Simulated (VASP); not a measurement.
Input:

```
CELL_PARAMETERS angstrom
      0.00000     2.59080     2.59080
      2.59080     0.00000     2.59080
      2.59080     2.59080     0.00000
ATOMIC_POSITIONS crystal
  Hf 0.00000 0.00000 0.00000
  O  0.25000 0.25000 0.25000
  O  0.75000 0.75000 0.75000
```

Method: PBE GGA, VASP's PBE PAW potentials (set 64) (plane waves; VASP). Settings: 520 eV cut-off, KSPACING 0.4 per Å, Gaussian smearing of 0.050 eV, potentials Hf_pv O.

Task: Predict the energy per atom (σ→0), pressure.

Result: 
```
Quantity                        Result
---------------------  ---------------
energy per atom (σ→0)  -10050 meV/atom
pressure                    -14.06 GPa
```

Total energies compare only between runs with the same potentials, cut-off and functional.

The compound is HfO2 in the fluorite structure, the high-temperature cubic form, which is unstable at 0 K; the monoclinic form is the stable one. The cell was not relaxed at this level. The run is one of a series of settings (KGAMMA = .FALSE., KSPACING = 0.4, KPOINTS file removed against the base run), some of them coarse on purpose.
